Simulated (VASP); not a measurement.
# Gap of GaN, level by level, part 2 of 3

Aim: compute the gap of GaN from the cheapest level upwards and hold each value against experiment. LASPH is on for some levels and off for others; the table marks which. The start is a cell from a database of measured crystal structures.

VASP 6.6.1, plane waves and PAW; the level of theory is named at each step.

So far, least gap on mesh and path (eV): step 2 (bands, level LDA, k 5×5×3) 1.98; step 4 (bands, level r2SCAN, k 5×5×3) 2.37; step 5 (bands, level TB-mBJ, k 5×5×3) 3.15; step 6 (bands, level SCAN, k 5×5×3) 2.27; step 7 (bands, level LAK, k 5×5×3) 2.79.

The database entry behind the starting cell differs from later determinations by our own check (about 0.3 % short, ideal inner coordinate), so it need not match the best structure at ambient conditions.

## 9. Bands with HSE06, k 5×5×3

This step: HSE06; plane waves and PAW (Ga_d, N) (VASP 6.6.1).

HSE06 mixes in a quarter of exact exchange at short range, at far higher cost; in semiconductors this cures much of the gap error, while metals seldom gain.

Input file INCAR:

```
SYSTEM = GaN
PREC = Accurate
ENCUT = 520
EDIFF = 1E-06
NELM = 100
ISMEAR = 0
SIGMA = 0.02
LREAL = .FALSE.
ALGO = Normal
LHFCALC = .TRUE.
AEXX = 0.25
GGA = PE
HFSCREEN = 0.2
LASPH = .TRUE.
NBANDS = 24
PRECFOCK = Fast
LORBIT = 11
LWAVE = .FALSE.
LCHARG = .FALSE.
KPAR = 8
```

Input file POSCAR:

```
GaN
1.0
    3.1800000000      0.0000000000      0.0000000000
   -1.5900000000      2.7539607840      0.0000000000
    0.0000000000      0.0000000000      5.1660000000
Ga N
2 2
Direct
    0.3333333333      0.6666666667      0.0000000000
    0.6666666667      0.3333333333      0.5000000000
    0.3333333333      0.6666666667      0.3750000000
    0.6666666667      0.3333333333      0.8750000000
```

Input file KPOINTS:

```
Automatic mesh
0
Gamma
5 5 3
0 0 0
```

Input file KPOINTS_OPT:

```
Line mode
6
Line-mode
Reciprocal
  0.00000000   0.00000000   0.00000000 GAMMA
  0.50000000   0.00000000   0.00000000 M

  0.50000000   0.00000000   0.00000000 M
  0.33333333   0.33333333   0.00000000 K

  0.33333333   0.33333333   0.00000000 K
  0.00000000   0.00000000   0.00000000 GAMMA

  0.00000000   0.00000000   0.00000000 GAMMA
  0.00000000   0.00000000   0.50000000 A

  0.00000000   0.00000000   0.50000000 A
  0.50000000   0.00000000   0.50000000 L

  0.50000000   0.00000000   0.50000000 L
  0.33333333   0.33333333   0.50000000 H

  0.33333333   0.33333333   0.50000000 H
  0.00000000   0.00000000   0.50000000 A

  0.50000000   0.00000000   0.50000000 L
  0.50000000   0.00000000   0.00000000 M

  0.33333333   0.33333333   0.00000000 K
  0.33333333   0.33333333   0.50000000 H
```

The projector-augmented-wave data sets are Ga_d and N (PBE family, release 64).

The WAVECAR or CHGCAR of an earlier step is read.

The run is started by

```console
mpirun -np 8 vasp_std
```

Wall time 6.7 min (8 MPI ranks of Intel Xeon 6975P-C (Granite Rapids), shared host); peak memory 2.3 GiB; 53 min of CPU time.

Electronic bands along the path, in eV, zero at the valence-band top; v1 is the highest filled band, c1 the lowest empty one:

```tsv
point	v4	v3	v2	v1	c1	c2	c3	c4
Γ	-1.15	-0.06	0.00	0.00	3.28	5.77	11.06	11.52
0.40 of the way	-2.28	-1.89	-0.52	-0.36	5.22	7.38	9.41	10.35
M	-4.58	-3.00	-2.41	-1.07	6.39	7.04	7.49	10.57
0.40 of the way	-4.50	-3.68	-2.52	-1.74	6.98	7.55	8.00	10.45
K	-5.68	-3.27	-3.27	-2.94	6.31	9.72	9.72	10.00
0.40 of the way	-4.71	-3.22	-1.56	-1.41	7.25	7.89	9.13	9.23
Γ	-1.15	-0.06	0.00	0.00	3.28	5.77	11.06	11.52
0.60 of the way	-0.92	-0.92	-0.25	-0.25	4.79	5.91	10.45	10.93
A	-0.59	-0.59	-0.59	-0.59	5.74	5.74	10.17	10.17
0.40 of the way	-2.03	-2.03	-1.17	-1.17	6.78	6.78	9.26	9.26
L	-2.11	-2.11	-2.07	-2.07	5.72	5.72	9.44	9.44
0.40 of the way	-3.12	-3.12	-1.77	-1.77	6.45	6.45	9.75	9.75
H	-4.55	-4.55	-1.61	-1.61	7.99	7.99	8.75	8.75
0.60 of the way	-2.11	-2.11	-1.54	-1.54	7.08	7.08	9.17	9.17
A	-0.59	-0.59	-0.59	-0.59	5.74	5.74	10.17	10.17
jump to L	-2.11	-2.11	-2.07	-2.07	5.72	5.72	9.44	9.44
0.40 of the way	-3.25	-2.65	-1.76	-1.52	5.49	6.39	9.37	9.53
M	-4.58	-3.00	-2.41	-1.07	6.39	7.04	7.49	10.57
jump to K	-5.68	-3.27	-3.27	-2.94	6.31	9.72	9.72	10.00
0.40 of the way	-5.53	-3.31	-2.64	-2.64	6.86	9.17	9.17	9.85
H	-4.55	-4.55	-1.61	-1.61	7.99	7.99	8.75	8.75
```

Of the projections kept (Ga, N), the largest for each band there; the rest of the weight can lie on other orbitals:

```tsv
point	v4	v3	v2	v1	c1	c2	c3	c4
Γ	N 0.71	N 0.77	N 0.78	N 0.78	N 0.58	Ga 0.73	N 0.81	Ga 1.00
M	N 0.55	N 0.66	N 0.64	N 0.72	Ga 0.90	Ga 0.63	Ga 0.54	N 0.62
K	Ga 0.55	N 0.62	N 0.62	N 0.64	Ga 0.91	N 0.54	N 0.54	N 0.69
Γ	N 0.71	N 0.77	N 0.78	N 0.78	N 0.58	Ga 0.73	N 0.81	Ga 1.00
A	N 0.74	N 0.74	N 0.74	N 0.74	N 0.52	N 0.52	Ga 0.64	Ga 0.64
L	N 0.68	N 0.68	N 0.68	N 0.68	Ga 0.75	Ga 0.75	Ga 0.82	Ga 0.82
```

The gap is 3.28 eV, direct at Γ. Against LDA that is +1.30 eV; this run took 45 times the core time, on fewer points of the path. The direct gap lies -0.23 eV from the measured 3.50 eV.

## 10. Bands with B3LYP, k 5×5×3

This step: B3LYP; plane waves and PAW (Ga_d, N) (VASP 6.6.1).

B3LYP, with a fifth of exact exchange, was fitted to molecules.

INCAR, as its differences from that of step 9:

```diff
@@ -10,5 +10,7 @@
 LHFCALC = .TRUE.
-AEXX = 0.25
-GGA = PE
-HFSCREEN = 0.2
+AEXX = 0.2
+GGA = B3
+AGGAX = 0.72
+AGGAC = 0.81
+ALDAC = 0.19
 LASPH = .TRUE.
@@ -16,2 +18,3 @@
 PRECFOCK = Fast
+HFRCUT = -1
 LORBIT = 11
```

POSCAR is that of step 9.

KPOINTS is that of step 9.

KPOINTS_OPT is that of step 9.

The run is started by

```console
mpirun -np 8 vasp_std
```

Wall time 6.3 min (8 MPI ranks); peak memory 1.6 GiB.

Electronic bands along the path, in eV, zero at the valence-band top; v1 is the highest filled band, c1 the lowest empty one:

```tsv
point	v4	v3	v2	v1	c1	c2	c3	c4
Γ	-1.13	-0.05	0.00	0.00	3.67	6.10	11.40	11.82
0.40 of the way	-2.24	-1.85	-0.51	-0.35	5.59	7.67	9.77	10.77
M	-4.49	-2.93	-2.33	-1.05	6.87	7.44	7.90	10.74
0.40 of the way	-4.42	-3.58	-2.44	-1.70	7.52	7.99	8.26	10.63
K	-5.59	-3.19	-3.19	-2.87	6.89	9.87	9.87	10.47
0.40 of the way	-4.61	-3.17	-1.51	-1.37	7.57	8.39	9.43	9.52
Γ	-1.13	-0.05	0.00	0.00	3.67	6.10	11.40	11.82
0.60 of the way	-0.91	-0.91	-0.25	-0.25	5.17	6.24	10.81	11.26
A	-0.58	-0.58	-0.58	-0.58	6.09	6.09	10.53	10.53
0.40 of the way	-1.98	-1.98	-1.15	-1.15	7.15	7.15	9.58	9.58
L	-2.07	-2.07	-2.02	-2.02	6.20	6.20	9.74	9.74
0.40 of the way	-3.04	-3.04	-1.74	-1.74	6.90	6.90	10.04	10.04
H	-4.43	-4.43	-1.58	-1.58	8.35	8.35	9.24	9.24
0.60 of the way	-2.06	-2.06	-1.50	-1.50	7.45	7.45	9.49	9.49
A	-0.58	-0.58	-0.58	-0.58	6.09	6.09	10.53	10.53
jump to L	-2.07	-2.07	-2.02	-2.02	6.20	6.20	9.74	9.74
0.40 of the way	-3.18	-2.59	-1.72	-1.49	5.96	6.86	9.67	9.80
M	-4.49	-2.93	-2.33	-1.05	6.87	7.44	7.90	10.74
jump to K	-5.59	-3.19	-3.19	-2.87	6.89	9.87	9.87	10.47
0.40 of the way	-5.38	-3.22	-2.58	-2.58	7.42	9.42	9.42	10.32
H	-4.43	-4.43	-1.58	-1.58	8.35	8.35	9.24	9.24
```

Of the projections kept (Ga, N), the largest for each band there; the rest of the weight can lie on other orbitals:

```tsv
point	v4	v3	v2	v1	c1	c2	c3	c4
Γ	N 0.72	N 0.77	N 0.78	N 0.78	N 0.57	Ga 0.72	N 0.80	Ga 1.00
M	N 0.56	N 0.66	N 0.65	N 0.73	Ga 0.89	Ga 0.62	Ga 0.55	N 0.63
K	N 0.57	N 0.62	N 0.62	N 0.64	Ga 0.90	N 0.54	N 0.54	N 0.68
Γ	N 0.72	N 0.77	N 0.78	N 0.78	N 0.57	Ga 0.72	N 0.80	Ga 1.00
A	N 0.75	N 0.75	N 0.75	N 0.75	N 0.52	N 0.52	Ga 0.64	Ga 0.64
L	N 0.68	N 0.68	N 0.69	N 0.69	Ga 0.75	Ga 0.75	Ga 0.78	Ga 0.78
```

The gap is 3.67 eV, direct at Γ. Against LDA that is +1.69 eV; this run took 43 times the core time, on fewer points of the path. The direct gap lies +0.16 eV from the measured 3.50 eV.

## 11. Dielectric constant for the exchange share

This step: PBE; plane waves and PAW (Ga_d, N) (VASP 6.6.1).

The share of exact exchange of the next level is the inverse of the dielectric constant, which this PBE response run supplies.

Input file INCAR:

```
SYSTEM = GaN
PREC = Accurate
ENCUT = 520
EDIFF = 1E-08
NELM = 100
ISMEAR = 0
SIGMA = 0.01
LREAL = .FALSE.
ALGO = Normal
GGA = PE
NBANDS = 24
LORBIT = 11
LWAVE = .FALSE.
LCHARG = .FALSE.
KPAR = 8
LEPSILON = .TRUE.
```

POSCAR is that of step 10.

Input file KPOINTS:

```
Automatic mesh
0
Gamma
9 9 5
0 0 0
```

The run is started by

```console
mpirun -np 8 vasp_std
```

Run time: 39 s. Hardware: 8 MPI ranks; peak memory 3.4 GiB; 5.1 min of CPU time.

Energies printed during the response cycles are not total energies of the cell. The dielectric response converges more slowly with the mesh than energies do, so tensor and charges may still move on a finer one.

This step gave:

```yaml
irreducible_k_points: 36
fermi_energy: 5.529 eV
pressure: 7.281 GPa
gap_on_the_k_mesh: 1.971 eV
least_direct_gap_on_the_k_mesh: 1.971 eV
```

Electronic dielectric tensor with local fields:

```
5.75 0.00 0.00
0.00 5.75 0.00
0.00 0.00 5.89
```

Born effective charge (e), principal values of the symmetric part by kind of site:

```tsv
atom	atoms with these values	low	middle	high	mean
Ga1	2	2.61	2.61	2.74	2.66
N3	2	-2.74	-2.61	-2.61	-2.66
```

In full for N3:

```
-2.61  0.00  0.00
 0.00 -2.61  0.00
 0.00  0.00 -2.74
```

Piezoelectric tensor with clamped ions (C/m²), by row:

```tsv
field	xx	yy	zz	xy	yz	zx
x	0	0	0	0	0	0.5602
y	0	0	0	0	0.5602	0
z	0.5054	0.5054	-1.011	0	0	0
```

Force by atom:

```tsv
atom	x (eV/Å)	y (eV/Å)	z (eV/Å)	size
Ga1	0.000	0.000	-0.135	0.135
Ga2	0.000	0.000	-0.135	0.135
N3	0.000	0.000	0.135	0.135
N4	0.000	0.000	0.135	0.135
```

The Born charges sum to zero; the printed set may have that rule imposed, so this is no test.

## 12. Bands with PBE-EpsX, k 5×5×3

This step: PBE-EpsX, exact-exchange share 1/5.798; plane waves and PAW (Ga_d, N) (VASP 6.6.1).

Here the share of exact exchange is set to the inverse of the computed dielectric constant, since screening weakens exchange.

Input file INCAR:

```
SYSTEM = GaN
PREC = Accurate
ENCUT = 520
EDIFF = 1E-06
NELM = 100
ISMEAR = 0
SIGMA = 0.02
LREAL = .FALSE.
ALGO = Normal
LHFCALC = .TRUE.
AEXX = 0.172
GGA = PE
LASPH = .TRUE.
NBANDS = 24
PRECFOCK = Fast
HFRCUT = -1
LORBIT = 11
LWAVE = .FALSE.
LCHARG = .FALSE.
KPAR = 8
```

POSCAR is that of step 11.

Input file KPOINTS:

```
Automatic mesh
0
Gamma
5 5 3
0 0 0
```

KPOINTS_OPT is that of step 10.

The run is started by

```console
mpirun -np 8 vasp_std
```

The job ended after 6.4 min (8 MPI ranks; peak memory 1.6 GiB; 51 min of CPU time).

The share of exact exchange rests on that dielectric constant; a constant that is too large makes it too small.

The electronic bands at the labelled points (eV, zero at the valence-band top; v1 is the highest filled band, c1 the lowest empty one):

```tsv
point	v4	v3	v2	v1	c1	c2	c3	c4
Γ	-1.13	-0.05	0.00	0.00	3.33	5.80	11.01	11.52
0.40 of the way	-2.26	-1.86	-0.51	-0.35	5.27	7.39	9.42	10.36
M	-4.52	-2.94	-2.38	-1.05	6.47	7.10	7.54	10.49
0.40 of the way	-4.44	-3.62	-2.48	-1.71	7.08	7.61	7.99	10.37
K	-5.62	-3.22	-3.22	-2.89	6.42	9.65	9.65	10.02
0.40 of the way	-4.63	-3.18	-1.52	-1.39	7.26	7.97	9.15	9.19
Γ	-1.13	-0.05	0.00	0.00	3.33	5.80	11.01	11.52
0.60 of the way	-0.91	-0.91	-0.25	-0.25	4.86	5.94	10.43	10.92
A	-0.59	-0.59	-0.59	-0.59	5.78	5.78	10.17	10.17
0.40 of the way	-2.00	-2.00	-1.15	-1.15	6.82	6.82	9.26	9.26
L	-2.08	-2.08	-2.03	-2.03	5.80	5.80	9.44	9.44
0.40 of the way	-3.06	-3.06	-1.74	-1.74	6.51	6.51	9.74	9.74
H	-4.48	-4.48	-1.58	-1.58	8.01	8.01	8.81	8.81
0.60 of the way	-2.08	-2.08	-1.51	-1.51	7.11	7.11	9.17	9.17
A	-0.59	-0.59	-0.59	-0.59	5.78	5.78	10.17	10.17
jump to L	-2.08	-2.08	-2.03	-2.03	5.80	5.80	9.44	9.44
0.40 of the way	-3.20	-2.60	-1.73	-1.50	5.57	6.46	9.36	9.51
M	-4.52	-2.94	-2.38	-1.05	6.47	7.10	7.54	10.49
jump to K	-5.62	-3.22	-3.22	-2.89	6.42	9.65	9.65	10.02
0.40 of the way	-5.45	-3.25	-2.60	-2.60	6.97	9.15	9.15	9.88
H	-4.48	-4.48	-1.58	-1.58	8.01	8.01	8.81	8.81
```

Of the projections kept (Ga, N), the largest for each band there; the rest of the weight can lie on other orbitals:

```tsv
point	v4	v3	v2	v1	c1	c2	c3	c4
Γ	N 0.71	N 0.77	N 0.78	N 0.78	N 0.58	Ga 0.72	N 0.81	Ga 1.00
M	N 0.55	N 0.66	N 0.64	N 0.72	Ga 0.89	Ga 0.62	Ga 0.53	N 0.63
K	Ga 0.56	N 0.61	N 0.61	N 0.64	Ga 0.90	N 0.55	N 0.55	N 0.69
Γ	N 0.71	N 0.77	N 0.78	N 0.78	N 0.58	Ga 0.72	N 0.81	Ga 1.00
A	N 0.74	N 0.74	N 0.74	N 0.74	N 0.53	N 0.53	Ga 0.64	Ga 0.64
L	N 0.68	N 0.68	N 0.68	N 0.68	Ga 0.75	Ga 0.75	Ga 0.81	Ga 0.81
```

The gap is 3.33 eV, direct at Γ. Against LDA that is +1.36 eV; this run took 44 times the core time, on fewer points of the path. The direct gap lies -0.17 eV from the measured 3.50 eV.

## 13. Bands with r2SCANh, k 5×5×3

This step: r2SCANh; plane waves and PAW (Ga_d, N) (VASP 6.6.1).

r2SCANh replaces a tenth of the r2SCAN exchange by exact exchange.

INCAR, as its differences from that of step 12:

```diff
@@ -10,4 +10,4 @@
 LHFCALC = .TRUE.
-AEXX = 0.172
-GGA = PE
+AEXX = 0.1
+METAGGA = R2SCAN
 LASPH = .TRUE.
```

POSCAR is that of step 12.

KPOINTS is that of step 12.

KPOINTS_OPT is that of step 12.

The run is started by

```console
mpirun -np 8 vasp_std
```

It took 7 min on 8 MPI ranks; peak memory 1.7 GiB; 55 min of CPU time.

The electronic bands at the labelled points (eV, zero at the valence-band top; v1 is the highest filled band, c1 the lowest empty one):

```tsv
point	v4	v3	v2	v1	c1	c2	c3	c4
Γ	-1.13	-0.05	0.00	0.00	3.11	5.64	10.91	11.44
0.40 of the way	-2.25	-1.85	-0.50	-0.35	5.07	7.24	9.27	10.26
M	-4.48	-2.94	-2.35	-1.05	6.32	6.94	7.35	10.35
0.40 of the way	-4.41	-3.60	-2.46	-1.70	6.91	7.47	7.82	10.24
K	-5.57	-3.19	-3.19	-2.88	6.25	9.50	9.50	9.91
0.40 of the way	-4.61	-3.16	-1.52	-1.38	7.08	7.80	9.02	9.05
Γ	-1.13	-0.05	0.00	0.00	3.11	5.64	10.91	11.44
0.60 of the way	-0.90	-0.90	-0.24	-0.24	4.64	5.77	10.33	10.85
A	-0.58	-0.58	-0.58	-0.58	5.59	5.59	10.08	10.08
0.40 of the way	-1.98	-1.98	-1.15	-1.15	6.63	6.63	9.14	9.14
L	-2.07	-2.07	-2.03	-2.03	5.64	5.64	9.32	9.32
0.40 of the way	-3.05	-3.05	-1.74	-1.74	6.35	6.35	9.62	9.62
H	-4.45	-4.45	-1.59	-1.59	7.88	7.88	8.65	8.65
0.60 of the way	-2.07	-2.07	-1.51	-1.51	6.93	6.93	9.05	9.05
A	-0.58	-0.58	-0.58	-0.58	5.59	5.59	10.08	10.08
jump to L	-2.07	-2.07	-2.03	-2.03	5.64	5.64	9.32	9.32
0.40 of the way	-3.18	-2.60	-1.72	-1.49	5.39	6.31	9.23	9.36
M	-4.48	-2.94	-2.35	-1.05	6.32	6.94	7.35	10.35
jump to K	-5.57	-3.19	-3.19	-2.88	6.25	9.50	9.50	9.91
0.40 of the way	-5.41	-3.23	-2.58	-2.58	6.79	9.00	9.00	9.75
H	-4.45	-4.45	-1.59	-1.59	7.88	7.88	8.65	8.65
```

Of the projections kept (Ga, N), the largest for each band there; the rest of the weight can lie on other orbitals:

```tsv
point	v4	v3	v2	v1	c1	c2	c3	c4
Γ	N 0.71	N 0.77	N 0.77	N 0.77	N 0.58	Ga 0.73	N 0.81	Ga 1.00
M	N 0.55	N 0.66	N 0.64	N 0.73	Ga 0.90	Ga 0.63	Ga 0.54	N 0.62
K	Ga 0.55	N 0.62	N 0.62	N 0.64	Ga 0.91	N 0.54	N 0.54	N 0.68
Γ	N 0.71	N 0.77	N 0.77	N 0.77	N 0.58	Ga 0.73	N 0.81	Ga 1.00
A	N 0.74	N 0.74	N 0.74	N 0.74	N 0.52	N 0.52	Ga 0.64	Ga 0.64
L	N 0.68	N 0.68	N 0.68	N 0.68	Ga 0.75	Ga 0.75	Ga 0.80	Ga 0.80
```

The gap is 3.11 eV, direct at Γ. Against LDA that is +1.14 eV; this run took 47 times the core time, on fewer points of the path. The direct gap lies -0.39 eV from the measured 3.50 eV.

## 14. Bands with HSEsol, k 5×5×3

This step: HSEsol; plane waves and PAW (Ga_d, N) (VASP 6.6.1).

HSEsol is the screened hybrid built on PBEsol.

INCAR, as its differences from that of step 13:

```diff
@@ -10,4 +10,5 @@
 LHFCALC = .TRUE.
-AEXX = 0.1
-METAGGA = R2SCAN
+AEXX = 0.25
+GGA = PS
+HFSCREEN = 0.2
 LASPH = .TRUE.
@@ -15,3 +16,2 @@
 PRECFOCK = Fast
-HFRCUT = -1
 LORBIT = 11
```

POSCAR is that of step 13.

KPOINTS is that of step 13.

KPOINTS_OPT is that of step 13.

The run is started by

```console
mpirun -np 8 vasp_std
```

It took 6.6 min on 8 MPI ranks; peak memory 2.3 GiB.

The electronic bands at the labelled points (eV, zero at the valence-band top; v1 is the highest filled band, c1 the lowest empty one):

```tsv
point	v4	v3	v2	v1	c1	c2	c3	c4
Γ	-1.16	-0.06	0.00	0.00	3.23	5.69	10.97	11.43
0.40 of the way	-2.30	-1.91	-0.52	-0.36	5.17	7.31	9.32	10.26
M	-4.63	-3.02	-2.44	-1.08	6.28	6.97	7.41	10.51
0.40 of the way	-4.55	-3.72	-2.55	-1.76	6.88	7.46	7.94	10.39
K	-5.73	-3.30	-3.30	-2.97	6.20	9.67	9.67	9.91
0.40 of the way	-4.74	-3.25	-1.57	-1.43	7.20	7.79	9.03	9.16
Γ	-1.16	-0.06	0.00	0.00	3.23	5.69	10.97	11.43
0.60 of the way	-0.93	-0.93	-0.25	-0.25	4.75	5.84	10.37	10.83
A	-0.60	-0.60	-0.60	-0.60	5.68	5.68	10.08	10.08
0.40 of the way	-2.05	-2.05	-1.18	-1.18	6.71	6.71	9.17	9.17
L	-2.13	-2.13	-2.09	-2.09	5.63	5.63	9.36	9.36
0.40 of the way	-3.15	-3.15	-1.79	-1.79	6.36	6.36	9.68	9.68
H	-4.59	-4.59	-1.63	-1.63	7.91	7.91	8.65	8.65
0.60 of the way	-2.13	-2.13	-1.56	-1.56	7.01	7.01	9.09	9.09
A	-0.60	-0.60	-0.60	-0.60	5.68	5.68	10.08	10.08
jump to L	-2.13	-2.13	-2.09	-2.09	5.63	5.63	9.36	9.36
0.40 of the way	-3.28	-2.67	-1.77	-1.54	5.40	6.28	9.29	9.46
M	-4.63	-3.02	-2.44	-1.08	6.28	6.97	7.41	10.51
jump to K	-5.73	-3.30	-3.30	-2.97	6.20	9.67	9.67	9.91
0.40 of the way	-5.58	-3.34	-2.66	-2.66	6.75	9.11	9.11	9.76
H	-4.59	-4.59	-1.63	-1.63	7.91	7.91	8.65	8.65
```

Of the projections kept (Ga, N), the largest for each band there; the rest of the weight can lie on other orbitals:

```tsv
point	v4	v3	v2	v1	c1	c2	c3	c4
Γ	N 0.71	N 0.77	N 0.78	N 0.78	N 0.59	Ga 0.72	N 0.81	Ga 1.00
M	N 0.55	N 0.65	N 0.64	N 0.72	Ga 0.89	Ga 0.63	Ga 0.53	N 0.63
K	Ga 0.55	N 0.61	N 0.61	N 0.64	Ga 0.91	N 0.55	N 0.55	N 0.69
Γ	N 0.71	N 0.77	N 0.78	N 0.78	N 0.59	Ga 0.72	N 0.81	Ga 1.00
A	N 0.74	N 0.74	N 0.74	N 0.74	N 0.53	N 0.53	Ga 0.64	Ga 0.64
L	N 0.68	N 0.68	N 0.68	N 0.68	Ga 0.75	Ga 0.75	Ga 0.82	Ga 0.82
```

The gap is 3.23 eV, direct at Γ. Against LDA that is +1.25 eV; this run took 45 times the core time, on fewer points of the path. The direct gap lies -0.27 eV from the measured 3.50 eV.

[end of part 2 of 3]

[Lines on the potential files, build, host, timing and source positions are cut from VASP's logs without a mark.]

[Logs are printed without paths, hosts, clocks, repeated set-up lines and the standing remarks that a program may print on its own settings, such as how far it seeks lower states.]

[Hosts, paths, dates, database ids (printed as entryN), source tags and the programs' standing remarks are cut or masked in the printed files.]

[A measured line is paired with the nearest computed mode of its activity, which favours agreement.]
